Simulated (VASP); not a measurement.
Here is the system:

```xyz
2
Lattice="2.9606 0.0000 0.0000 0.0000 2.9606 0.0000 0.0000 0.0000 2.9606" Properties=species:S:1:pos:R:3 pbc="T T T"
Zn     1.4803     1.4803     1.4803
Cu     0.0000     0.0000     0.0000
```

Method: PBE GGA, VASP's PBE PAW potentials (set 64) (plane waves; VASP). Numerical set-up: 480 eV cut-off, 12×12×12 Γ-centred mesh, first-order Methfessel-Paxton smearing of 0.10 eV, potentials Zn Cu.

Energy and stress use the plane-wave basis of the starting cell.

Task: The ions, cell shape and volume at an external pressure of 20.0 GPa are relaxed. What does this cell relax into?

Result: 
```xyz
2
Lattice="2.8451 0.0000 0.0000 0.0000 2.8451 0.0000 0.0000 0.0000 2.8451" Properties=species:S:1:pos:R:3 pbc="T T T"
Zn     1.4225     1.4225     1.4225
Cu     0.0000     0.0000     0.0000
```
Space group Pm-3m (221), at a tolerance of 0.03 Å.

Task: How do energy and volume change from the first to the last step?

Result: The energy (σ→0) changes by +85.8 meV/atom and the volume by -11.2 %, in 4 ionic steps.

| step | E(σ→0) (eV) | max force (eV/Å) | pressure (GPa) | volume (Å³) |
|---|---|---|---|---|
| 1 | -5.0090 | 0.000 | 0.95 | 25.95 |
| 2 | -4.3255 | 0.000 | 49.75 | 20.58 |
| 3 | -4.8442 | 0.000 | 19.57 | 23.08 |
| 4 | -4.8374 | 0.000 | 20.03 | 23.03 |

The compound is CuZn in the CsCl type structure. This run relaxes it under an external pressure of 20 GPa. Symmetry was kept, so distortions that lower it aren't found. The electron count is odd and the run is not spin-polarised, which forces a metal.
